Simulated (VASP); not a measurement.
Given:

```
Ag
1.0
    2.90391     0.00000     0.00000
    0.00000     2.90391     0.00000
    0.00000     0.00000    27.38169
Ag
6
Direct
  0.00000   0.50000   0.31338
  0.50000   0.00000   0.38657
  0.00000   0.50000   0.46236
  0.50000   0.00000   0.53764
  0.00000   0.50000   0.61343
  0.50000   0.00000   0.68662
```

Calculation: r2SCAN meta-GGA, VASP's PBE PAW potentials (set 64) (plane waves; VASP 6.6.1). Run with PREC = Normal, 400 eV cut-off, 10×10×1 Γ-centred mesh, first-order Methfessel-Paxton smearing of 0.10 eV, potentials Ag.

### Question
Estimate the energy per atom (σ→0), band gap (on the k-mesh) with the smallest direct gap where there is one.

### Answer

| Property | Value |
|---|---|
| band gap (on the k-mesh) | none (metal, semimetal or under 0.01 eV) |
| energy per atom (σ→0) | -21.173 eV/atom |

Total energies compare only between runs with the same potentials, cut-off and functional.

The cell is a thin slab with vacuum, built from Ag (fcc): (100) face.
